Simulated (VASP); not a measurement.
Ge:

```
CELL_PARAMETERS angstrom
0.00000 2.82891 2.82891
2.82891 0.00000 2.82891
2.82891 2.82891 0.00000
ATOMIC_POSITIONS crystal
Ge 0.00000 0.00000 0.00000
Ge 0.25000 0.25000 0.25000
```

* Program: VASP 6.6.1
* Task: relaxation of cell and atoms
* Functional: PBE
* Potentials or basis: VASP PAW PBE potentials, release 64 (Ge_d)
* Cutoff: 520 eV
* k mesh: 2 × 2 × 2
* Occupations: gaussian, width 0.02 eV
* Spin: no spin polarisation

At the start: pressure 9.1 GPa; volume 22.64 Å³/atom.

Q: How do energy, volume and symmetry change on relaxing?

A: Over 22 steps the energy falls by 379.2 meV/atom and the volume is 30.75 Å³/atom (+35.8 %); space group Fd-3m (No. 227, to 0.05 Å).

Step by step:
```csv
step,energy change (eV),largest force (eV/Å),pressure (GPa),volume (Å³)
1,0.0000,0.0000,9.11,45.28
2,-0.6356,0.0000,6.10,54.24
3,-0.1885,0.0000,-4.78,88.08
4,-0.6978,0.0000,-2.84,67.80
5,-0.7564,0.0000,-0.61,62.58
6,-0.7584,0.0000,-0.07,61.45
7,-0.7581,0.0000,0.27,61.09
8,-0.7582,0.0000,0.20,61.11
9,-0.7582,0.0000,0.21,61.14
10,-0.7582,0.0000,0.17,61.14
11,-0.7582,0.0000,0.20,61.14
12,-0.7582,0.0000,0.18,61.15
13,-0.7582,0.0000,0.14,61.17
14,-0.7583,0.0000,0.08,61.20
15,-0.7583,0.0000,0.15,61.26
16,-0.7584,0.0000,0.07,61.38
17,-0.7584,0.0000,-0.06,61.63
18,-0.7584,0.0000,-0.02,61.52
19,-0.7584,0.0000,0.02,61.48
20,-0.7584,0.0000,-0.07,61.50
21,-0.7584,0.0000,0.05,61.49
22,-0.7584,0.0000,0.01,61.49
```

Final structure:
```
Ge
1.0
     0.00000    3.13274    3.13274
     3.13274    0.00000    3.13274
     3.13274    3.13274    0.00000
Ge
2
Direct
  0.00000 0.00000 0.00000
  0.25000 0.25000 0.25000
```

Caveat: the k mesh is coarse (spacing up to 0.96 Å⁻¹), so the values aren't converged; the volume moved by over 15 % at a fixed basis, so the end points are rough; the volume moved by +36 % from the deposited cell, more than functionals usually miss.
